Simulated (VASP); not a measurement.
VASP runs on BAs (space group F-43m) share one base input (LDA (Ceperley-Alder, Perdew-Zunger), plane waves, VASP's LDA PAW potentials (set 64)) and change the settings named in each case.

### INCAR
```
SYSTEM = BAs
PREC = Accurate; ENCUT = 400; LREAL = .False.
LASPH = .True.
EDIFF = 1E-6; NELM = 100; ALGO = Normal
LMAXMIX = 4
ISMEAR = -1; SIGMA = 0.05
ISIF = 2
LWAVE = .False.; LCHARG = .False.
```

File KPOINTS:
```
kpoints
0
Gamma
  6 6 6
0 0 0
```

### POSCAR
```
BAs
2.390
  0.0000000000   1.0000000000   1.0000000000
  1.0000000000   0.0000000000   1.0000000000
  1.0000000000   1.0000000000   0.0000000000
B As
1 1
direct
  0.0000000000   0.0000000000   0.0000000000
  0.2500000000   0.2500000000   0.2500000000
```

POTCAR, in this order: B As (LDA.64 set). Program: vasp_std.

```
change                                                                                                              E(σ→0) (eV/atom)  pressure (GPa)
------------------------------------------------------------------------------------------------------------------  ----------------  --------------
base run                                                                                                                     -6.4502           -3.31
GGA = PS, POTCAR B As (PBE.64 set)                                                                                           -6.0918           -0.17
GGA_COMPAT = .FALSE., LNONCOLLINEAR = .TRUE., LSORBIT = .TRUE., MAGMOM = 0.0 0.0 0.0 0.0 0.0 0.0, program vasp_ncl           -6.4558           -3.29
KPOINTS 3×3×3 Γ-centred mesh                                                                                                 -6.1390           -1.12
```
 Energies of different potentials or functionals have different zeros.  At 400 eV the pressure can carry a Pulay error.

Left out are runs that ran out of time, are held back, or changed the cell or the kind of run, fixed moments of cells without a moment, rows past the twelfth, gaps on odd meshes, pressures of charged cells and columns that move by less than the noise.

The structure is a typed BAs crystal (F-43m). The cell was not relaxed at this level.
